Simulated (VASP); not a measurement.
The system is Si.

```xyz
4
Lattice="3.8493 0.0000 0.0000 0.0000 5.4437 0.0000 0.0000 0.0000 3.9012" Properties=species:S:1:pos:R:3 pbc="T T T"
Si    3.8493    0.0000    0.0000
Si    1.9246    2.7219    1.9506
Si    0.0000    1.3609    1.9506
Si    1.9246    4.0828    0.0000
```

Base run:

```yaml
Program: VASP 6.6.1
Functional: HSE06
Potentials_or_basis: VASP PAW PBE potentials, release 64 (Si)
Cutoff: 520 eV
k_mesh: 5 × 4 × 5
Occupations: gaussian, width 0.02 eV
Spin: no spin polarisation
```

Its results: band gap on the k mesh 1.16 eV; pressure -1.8 GPa; largest force 0.123 eV/Å.

The run is repeated on the same cell with these changes: functional from HSE06 to PBE0. What comes out?

Band gap on the k mesh 1.78 eV; pressure -2.0 GPa; largest force 0.124 eV/Å.

Caveats: the PAW data sets were made with another functional, which shifts forces and pressure a little.

A k mesh can miss the band edges.
